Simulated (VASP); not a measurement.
# SCH4 in VASP: settings compared

Aim: see how the results for SCH4 move with the level of theory and the settings. Levels: PBE+D3(BJ), PBE, RPBE, RPBE+D3(BJ). Tasks: relaxation of the atoms, single point.

Program: VASP 6.6.1. These are calculated values, not measurements. Logs are shortened: lines on timing, memory, paths and dates and some standing lists are left out, and cuts for length are marked.

### Step 1. The structure

The cell holds a molecule in a box, 6 atoms: a = 13.580 Å, b = 14.080 Å, c = 14.580 Å, α = 90.00°, β = 90.00°, γ = 90.00°.

### Step 2. Relaxation of the atoms, PBE+D3(BJ)

Input file INCAR:

```
SYSTEM = H4CS
  PREC = Accurate
  ENCUT = 400
  EDIFF = 1E-6
  ISMEAR = 0
  SIGMA = 0.01
  LREAL = .False.
  LASPH = .True.
  NELM = 60
  ALGO = Fast
  ISIF = 2
  LWAVE = .False.
  LCHARG = .False.
  GGA = PE
  IVDW = 12
  IBRION = 2
  NSW = 120
  EDIFFG = -0.03
  ISYM = 0
```

Input file KPOINTS:

```
regular mesh
0
Gamma
  1 1 1
  0 0 0
```

Input file POSCAR:

```
H4CS
1.0
   13.5797842126      0.0000000000      0.0000000000
    0.0000000000     14.0797842126      0.0000000000
    0.0000000000      0.0000000000     14.5797842126
S C H
1 1 4
Selective dynamics
Direct
    0.5430486435      0.4775284147      0.5819478057  F F F
    0.4907964261      0.5305618697      0.4789102055  T T T
    0.5225640395      0.3879169088      0.5598988443  T T T
    0.5294285418      0.5042989833      0.4188637307  T T T
    0.5014091315      0.6066549354      0.4853577986  T T T
    0.4127532177      0.5143460328      0.4750216151  T T T
```

Potentials or basis: VASP PAW PBE potentials, release 64 (S, C, H).

Started as:

```bash
$ cat potpaw_PBE.64/S/POTCAR potpaw_PBE.64/C/POTCAR potpaw_PBE.64/H/POTCAR > POTCAR
$ mpirun -np 1 vasp_gam > vasp.out
```

OUTCAR:

```text
SYSTEM = H4CS
   PREC = Accurate
   ENCUT = 400
   EDIFF = 1E-6
   ISMEAR = 0
   LREAL = .False.
   LASPH = .True.
   NELM = 60
   ISIF = 2
   GGA = PE
   IVDW = 12
   IBRION = 2
   NSW = 120
   EDIFFG = -0.03
   ISYM = 0
 IVDW          = 12

 ion  position               nearest neighbor table
   1  0.543  0.478  0.582-   3 1.33   2 1.82
   2  0.491  0.531  0.479-   5 1.09   4 1.09   6 1.09   1 1.82
   3  0.523  0.388  0.560-   1 1.33
   4  0.529  0.504  0.419-   2 1.09
   5  0.501  0.607  0.485-   2 1.09
   6  0.413  0.514  0.475-   2 1.09

IMPORTANT INFORMATION: All symmetrisations will be switched off!
NOSYMM: (Re-)initialisation of all symmetry stuff for point group C_1.

----------------------------------------------------------------------------------------

                                     Primitive cell

  volume of cell :    2787.6610

  direct lattice vectors                    reciprocal lattice vectors
    13.579784213  0.000000000  0.000000000     0.073638873  0.000000000  0.000000000
     0.000000000 14.079784213  0.000000000     0.000000000  0.071023816  0.000000000
     0.000000000  0.000000000 14.579784213     0.000000000  0.000000000  0.068588121

  length of vectors
    13.579784213 14.079784213 14.579784213     0.073638873  0.071023816  0.068588121

  position of ions in fractional coordinates (direct lattice)
     0.543048644  0.477528415  0.581947806
     0.490796426  0.530561870  0.478910206
     0.522564039  0.387916909  0.559898844
     0.529428542  0.504298983  0.418863731
     0.501409131  0.606654935  0.485357799
     0.412753218  0.514346033  0.475021615

  ion indices of the primitive-cell ions
   primitive index   ion index
                 1           1
                 2           2
                 3           3
                 4           4
                 5           5
                 6           6

----------------------------------------------------------------------------------------

 KPOINTS: regular mesh

Automatic generation of k-mesh.
 Grid dimensions read from file:
 generate k-points for:    1    1    1

 Generating k-lattice:

  Cartesian coordinates                     Fractional coordinates (reciprocal lattice)
     0.073638873  0.000000000  0.000000000     1.000000000  0.000000000  0.000000000
     0.000000000  0.071023816  0.000000000     0.000000000  1.000000000  0.000000000
     0.000000000  0.000000000  0.068588121     0.000000000  0.000000000  1.000000000

  Length of vectors
     0.073638873  0.071023816  0.068588121

  Shift w.r.t. Gamma in fractional coordinates (k-lattice)
     0.000000000  0.000000000  0.000000000

 Subroutine IBZKPT returns following result:
 ===========================================

 Found      1 irreducible k-points:

 Following reciprocal coordinates:
            Coordinates               Weight
  0.000000  0.000000  0.000000      1.000000
   k-points           NKPTS =      1   k-points in BZ     NKDIM =      1   number of bands    NBANDS=     11
   number of dos      NEDOS =    301   number of ions     NIONS =      6
   total plane-waves  NPLWV = 829440
   dimension x,y,z NGX =    90 NGY =   96 NGZ =   96
   dimension x,y,z NGXF=   180 NGYF=  192 NGZF=  192
   ions per type =               1   1   4
   NGX,Y,Z   is equivalent  to a cutoff of  11.02, 11.34, 10.95 a.u.
   NGXF,Y,Z  is equivalent  to a cutoff of  22.04, 22.67, 21.89 a.u.
 SYSTEM =  H4CS
   PREC   = accura    normal or accurate (medium, high low for compatibility)
   ISTART =      0    job   : 0-new  1-cont  2-samecut
   ICHARG =      2    charge: 1-file 2-atom 10-const
   ISPIN  =      1    spin polarized calculation?
   LNONCOLLINEAR =      F non collinear calculations
   LSORBIT =      F    spin-orbit coupling
   LASPH  =      T    aspherical Exc in radial PAW
   ENCUT  =  400.0 eV  29.40 Ry    5.42 a.u.  22.15 22.96 23.78*2*pi/ulx,y,z
   NELM   =     60;   NELMIN=  2; NELMDL= -5     # of ELM steps
   EDIFF  = 0.1E-05   stopping-criterion for ELM
   LREAL  =      F    real-space projection
   EDIFFG = -.3E-01   stopping-criterion for IOM
   NSW    =    120    number of steps for IOM
   IBRION =      2    ionic relax: 0-MD 1-quasi-New 2-CG
   NFREE  =      1    steps in history (QN), initial steepest desc. (CG)
   ISIF   =      2    stress and relaxation
   ISYM   =      0    0-nonsym 1-usesym 2-fastsym
   POTIM  = 0.5000    time-step for ionic-motion
   TEBEG  =    0.0;   TEEND  =   0.0 temperature during run
   PSTRESS=    0.0 pullay stress
   NELECT =      14.0000    total number of electrons
   NUPDOWN=      -1.0000    fix difference up-down
   EMIN   =  10.00;   EMAX   =-10.00  energy-range for DOS
   EFERMI =   0.00;   METHOD = LEGACY
   ISMEAR =     0;   SIGMA  =   0.01  broadening in eV -4-tet -1-fermi 0-gaus
   EFERMI_NEDOS =   21; number of points for ismear=-14 and -15
   IALGO  =     68    algorithm
   IMIX   =      4    mixing-type and parameters
     AMIX     =   0.40;   BMIX     =  1.00
     AMIX_MAG =   1.60;   BMIX_MAG =  1.00
  volume/ion in A,a.u.               =     464.61      3135.34
  Fermi-wavevector in a.u.,A,eV,Ry     =   0.280352  0.529789  1.069383  0.078597
  Thomas-Fermi vector in A             =   1.129031
   LORBIT       =      0    0 simple, 1 ext, 2 COOP (PROOUT), +10 PAW based schemes
   GGA     = PE    functional components
   LHFCALC =     F    Hartree Fock is set to
   AEXX    =    0.0000 exact exchange contribution
   IVDW    =    12    specifies the selected vdW correction
   LEPSILON=     F    determine dielectric tensor
   LRPA    =     F    only Hartree local field effects (RPA)
 conjugate gradient relaxation of ions
 non-spin polarized calculation
 RMM-DIIS sequential band-by-band and
 Gauss-broadening in eV      SIGMA  =   0.01
  energy-cutoff  :      400.00
  volume of cell :     2787.66
 maximum number of plane-waves:     25288
 NGX is ok and might be reduce to    90
   NGX = 45   NGY = 45   NGZ = 47

--------------------------------------- Ionic step        1  -------------------------------------------

 number of electron      14.0000001 magnetization

 Free energy of the ion-electron system (eV)
  ---------------------------------------------------
  ext. energy  EPLUGINS =         0.00000000
  ---------------------------------------------------
  free energy    TOTEN  =       -27.62403071 eV

  energy without entropy =      -27.62403071  energy(sigma->0) =      -27.62403071

------------------------ aborting loop because EDIFF is reached ----------------------------------------

 Edisp (eV)   -0.08228

 E8    (eV) :    -0.0250

  FORCE on cell =-STRESS in cart. coord.  units (eV):
  Direction    XX          YY          ZZ          XY          YZ          ZX
  --------------------------------------------------------------------------------------
  -------------------------------------------------------------------------------------
  Total       0.09950     0.58076     0.07980     0.14343     0.19206     0.02076
  in kB       0.05718     0.33379     0.04586     0.08243     0.11038     0.01193
  external pressure =        0.15 kB  Pullay stress =        0.00 kB
[... 109 lines left out ...]
  FREE ENERGIE OF THE ION-ELECTRON SYSTEM (eV)
  ---------------------------------------------------
  free  energy   TOTEN  =       -27.7176904277 eV

  energy  without entropy=      -27.7176904277  energy(sigma->0) =      -27.71769043

[... ionic steps 4 to 9 ...]

--------------------------------------- Ionic step       10  -------------------------------------------

 number of electron      13.9999998 magnetization

------------------------ aborting loop because EDIFF is reached ----------------------------------------

 Edisp (eV)   -0.08201

 E8    (eV) :    -0.0250
[... 77 lines left out ...]
  energy  without entropy=      -27.7218517205  energy(sigma->0) =      -27.72185172

--------------------------------------- Ionic step       12  -------------------------------------------

 number of electron      13.9999998 magnetization

 Free energy of the ion-electron system (eV)
  ---------------------------------------------------
  ext. energy  EPLUGINS =         0.00000000
  ---------------------------------------------------
  free energy    TOTEN  =       -27.63992017 eV

  energy without entropy =      -27.63992017  energy(sigma->0) =      -27.63992017

 E-fermi :  -5.4122     XC(G=0):  -0.4164

 val. band max:       -5.4886718837   @ k =   0.0000   0.0000   0.0000
 cond. band min:      -0.8273182540   @ k =   0.0000   0.0000   0.0000
 fundamental gap:      4.6613536297
 Fermi energy:        -5.4121723425

 k-point     1 :       0.0000    0.0000    0.0000
  band No.  band energies     occupation
      1     -19.2606      2.00000
      2     -15.7927      2.00000
      3     -10.9091      2.00000
      4     -10.3318      2.00000
      5      -9.4447      2.00000
      6      -8.0456      2.00000
      7      -5.4887      2.00000
      8      -0.8273      0.00000
      9      -0.2495      0.00000
     10       0.0907      0.00000
     11       0.4501      0.00000
[... 35 lines left out ...]
  FREE ENERGIE OF THE ION-ELECTRON SYSTEM (eV)
  ---------------------------------------------------
  free  energy   TOTEN  =       -27.7219195075 eV

  energy  without entropy=      -27.7219195075  energy(sigma->0) =      -27.72191951

 reached required accuracy - stopping structural energy minimisation
```

Run time: 5.4 min. Hardware: 1 thread of Intel Xeon 6975P-C (Granite Rapids), shared host; peak memory 1.6 GiB.

Results:

| Quantity | Value |
| --- | --- |
| Free energy | -27.7219 eV |
| Energy gained by relaxing | 2.6 meV/atom |
| Ionic steps | 12 |
| Gap between the frontier levels | 4.66 eV |
| Dispersion energy per atom | -0.014 eV |

The path:
```
step  energy change (eV)  largest force (eV/Å)  pressure (GPa)
   1              0.0000                0.5626            0.01
   2              0.0006                0.8408           -0.04
   3             -0.0114                0.2680           -0.01
   4             -0.0130                0.2155           -0.02
   5             -0.0130                0.1829           -0.02
   6             -0.0136                0.1731           -0.02
   7             -0.0138                0.1516           -0.02
   8             -0.0148                0.0979           -0.02
   9             -0.0154                0.0358           -0.02
  10             -0.0155                0.0549           -0.02
  11             -0.0155                0.0581           -0.02
  12             -0.0156                0.0356           -0.02
```

Final structure:
```
S C H
1.0
    13.57978    0.00000    0.00000
     0.00000   14.07978    0.00000
     0.00000    0.00000   14.57978
S C H
1 1 4
Direct
  0.54305 0.47753 0.58195
  0.49067 0.52988 0.47882
  0.52281 0.38632 0.56062
  0.52893 0.50532 0.41698
  0.50137 0.60683 0.48525
  0.41153 0.51543 0.47349
```

Caveat: the cutoff is under 1.25 times the usual one of these potentials, so pressure, stress and relaxed cells hold a basis-set (Pulay) error. Expect the measured gap to be larger: semilocal functionals such as PBE lack the derivative discontinuity.

### Step 3. Single point, PBE

Input file INCAR:

```
SYSTEM = H4CS
PREC     = Accurate       ! precision mode
ENCUT    = 400            ! plane-wave cutoff, eV
EDIFF    = 1E-6           ! SCF threshold, eV
ISMEAR   = 0              ! smearing method
SIGMA    = 0.01           ! smearing width, eV
LREAL    = .FALSE.        ! projectors in reciprocal space
LASPH    = .TRUE.         ! aspherical terms in the spheres
NELM     = 60             ! most SCF steps
ALGO     = Fast           ! electronic algorithm
ISIF     = 2              ! what is computed and relaxed
LWAVE    = .FALSE.        ! write WAVECAR
LCHARG   = .FALSE.        ! write CHGCAR
GGA      = PE             ! functional
ISYM     = 0
```

Input file KPOINTS:

```
regular mesh
0
G
  1 1 1
  0 0 0
```

Input file POSCAR:

```
H4CS                                    
1.0
   13.5797842126      0.0000000000      0.0000000000
    0.0000000000     14.0797842126      0.0000000000
    0.0000000000      0.0000000000     14.5797842126
  S               C               H             
     1     1     4
Selective dynamics
Direct
     0.5430486435000006    0.4775284146999965    0.5819478056999969   F   F   F
     0.4906730814134500    0.5298806704565684    0.4788191866865522   T   T   T
     0.5228053715789904    0.3863186092973618    0.5606173730189973   T   T   T
     0.5289347955359968    0.5053225841694334    0.4169798931007371   T   T   T
     0.5013685259005937    0.6068320777582860    0.4852499719238958   T   T   T
     0.4115349988443990    0.5154251240327821    0.4734884635801080   T   T   T
```

Potentials or basis: VASP PAW PBE potentials, release 64 (S, C, H).

Started as:

```bash
$ cat potpaw_PBE.64/S/POTCAR potpaw_PBE.64/C/POTCAR potpaw_PBE.64/H/POTCAR > POTCAR
$ mpirun -np 1 vasp_gam > vasp.out
```

OUTCAR:

```text
SYSTEM = H4CS
   PREC = Accurate
   ENCUT = 400
   EDIFF = 1E-6
   ISMEAR = 0
   LREAL = .FALSE.
   LASPH = .TRUE.
   NELM = 60
   ISIF = 2
   GGA = PE
   ISYM = 0

 ion  position               nearest neighbor table
   1  0.543  0.478  0.582-   3 1.35   2 1.82
   2  0.491  0.530  0.479-   6 1.10   4 1.10   5 1.10   1 1.82
   3  0.523  0.386  0.561-   1 1.35
   4  0.529  0.505  0.417-   2 1.10
   5  0.501  0.607  0.485-   2 1.10
   6  0.412  0.515  0.473-   2 1.10

IMPORTANT INFORMATION: All symmetrisations will be switched off!
NOSYMM: (Re-)initialisation of all symmetry stuff for point group C_1.

----------------------------------------------------------------------------------------

                                     Primitive cell

  volume of cell :    2787.6610

  direct lattice vectors                    reciprocal lattice vectors
    13.579784213  0.000000000  0.000000000     0.073638873  0.000000000  0.000000000
     0.000000000 14.079784213  0.000000000     0.000000000  0.071023816  0.000000000
     0.000000000  0.000000000 14.579784213     0.000000000  0.000000000  0.068588121

  length of vectors
[... 126 lines left out ...]
      1     -19.2604      2.00000
      2     -15.7924      2.00000
      3     -10.9088      2.00000
      4     -10.3316      2.00000
      5      -9.4443      2.00000
      6      -8.0455      2.00000
      7      -5.4886      2.00000
      8      -0.8276      0.00000
      9      -0.2471      0.00000
     10       0.0913      0.00000
     11       0.4883      0.00000

------------------------ aborting loop because EDIFF is reached ----------------------------------------

  FORCE on cell =-STRESS in cart. coord.  units (eV):
  Direction    XX          YY          ZZ          XY          YZ          ZX
  --------------------------------------------------------------------------------------
  -------------------------------------------------------------------------------------
  Total       -0.3850912     -0.3428002     -0.4157023      0.0037550      0.0028112     -0.0175003
  in kB       -0.2213269     -0.1970206     -0.2389203      0.0021582      0.0016157     -0.0100581
  external PRESSURE =      -0.2190893 kB  Pullay stress =       0.0000000 kB

 VOLUME and BASIS-vectors are now :
 -----------------------------------------------------------------------------
  energy-cutoff  :      400.00
  volume of cell :     2787.66
      direct lattice vectors                 reciprocal lattice vectors
    13.579784213  0.000000000  0.000000000     0.073638873  0.000000000  0.000000000
     0.000000000 14.079784213  0.000000000     0.000000000  0.071023816  0.000000000
     0.000000000  0.000000000 14.579784213     0.000000000  0.000000000  0.068588121

 POSITION                                       TOTAL-FORCE (eV/Angst)
 -----------------------------------------------------------------------------------
      7.37448      6.72350      8.48467        -0.012303      0.010803     -0.027034
      6.66323      7.46061      6.98108         0.011047      0.001199      0.021396
      7.09958      5.43928      8.17368         0.005299     -0.020782      0.014252
      7.18282      7.11483      6.07948         0.003647     -0.003519     -0.008907
      6.80848      8.54406      7.07484         0.002190      0.014458      0.002232
      5.58856      7.25707      6.90336        -0.009880     -0.002159     -0.001938
 -----------------------------------------------------------------------------------
    total drift:                                0.000912     -0.000386      0.000831

  FREE ENERGIE OF THE ION-ELECTRON SYSTEM (eV)
  ---------------------------------------------------
  free  energy   TOTEN  =       -27.6399218354 eV

  energy  without entropy=      -27.6399218354  energy(sigma->0) =      -27.63992184
```

OSZICAR:

```text
N       E                     dE             d eps       ncg     rms          rms(c)
DAV:   1     0.618614569142E+02    0.61861E+02   -0.28551E+03    38   0.486E+02
DAV:   2    -0.883635304028E+01   -0.70698E+02   -0.70361E+02    33   0.118E+02
DAV:   3    -0.287468061223E+02   -0.19910E+02   -0.19895E+02    28   0.631E+01
[... 18 lines left out ...]
RMM:  22    -0.276399108513E+02   -0.52019E-05   -0.76185E-07    23   0.473E-03    0.594E-04
RMM:  23    -0.276399177776E+02   -0.69263E-05   -0.28774E-07    22   0.273E-03    0.475E-04
RMM:  24    -0.276399193755E+02   -0.15979E-05   -0.12562E-07    19   0.217E-03    0.265E-04
RMM:  25    -0.276399212207E+02   -0.18452E-05   -0.50087E-08    17   0.174E-03    0.208E-04
RMM:  26    -0.276399218354E+02   -0.61472E-06   -0.31204E-08    17   0.182E-03
   1 F= -.27639922E+02 E0= -.27639922E+02  d E =-.206090E-12
```

Wall time 83 s (1 thread of Intel Xeon 6975P-C (Granite Rapids), shared host); peak memory 1.5 GiB.

What came out:

```
Free energy                     : -27.6399 eV
Largest force                   : 0.032 eV/Å
Gap between the frontier levels : 4.66 eV
```

Forces in eV/Å, atoms in the order of the input:
```
S   -0.012  0.011 -0.027
C    0.011  0.001  0.021
H    0.005 -0.021  0.014
H    0.004 -0.004 -0.009
H    0.002  0.014  0.002
H   -0.010 -0.002 -0.002
```

Caveat: the cutoff is under 1.25 times the usual one of these potentials, so pressure, stress and relaxed cells hold a basis-set (Pulay) error. As with any semilocal functional, this PBE gap is likely too small.

### Step 4. Single point, RPBE

INCAR, as its differences from that of step 3:

```diff
@@ -13,3 +13,3 @@
 LCHARG   = .FALSE.        ! write CHGCAR
-GGA      = PE             ! functional
+GGA      = RP             ! functional
 ISYM     = 0
```

KPOINTS is that of step 3.

POSCAR is that of step 3.

Started as:

```bash
$ cat potpaw_PBE.64/S/POTCAR potpaw_PBE.64/C/POTCAR potpaw_PBE.64/H/POTCAR > POTCAR
$ mpirun -np 1 vasp_gam > vasp.out
```

Run time: 85 s. Hardware: 1 thread of Intel Xeon 6975P-C (Granite Rapids), shared host; peak memory 1.5 GiB.

The run converged. Its results:

```yaml
Free_energy: -27.4571 eV
Largest_force: 0.142 eV/Å
Gap_between_the_frontier_levels: 4.59 eV
```

Forces on the atoms (eV/Å):
```
S    0.057 -0.054  0.118
C   -0.033  0.058 -0.074
H    0.006 -0.039  0.019
H    0.017 -0.014 -0.049
H    0.004  0.058 -0.001
H   -0.052 -0.008 -0.013
```

Levels at points of the mesh, in eV from the valence-band top:
```tsv
k point	band 5	band 6	band 7	band 8	band 9	band 10
(0.00, 0.00, 0.00)	-3.95	-2.56	0.00	4.59	5.18	5.55
```

Caveat: the cutoff is under 1.25 times the usual one of these potentials, so pressure, stress and relaxed cells hold a basis-set (Pulay) error; the PAW data sets were made with another functional, which shifts forces and pressure a little. A hybrid or GW would open this gap; RPBE tends to underestimate it.

(Part 1 of 2 ends here.)
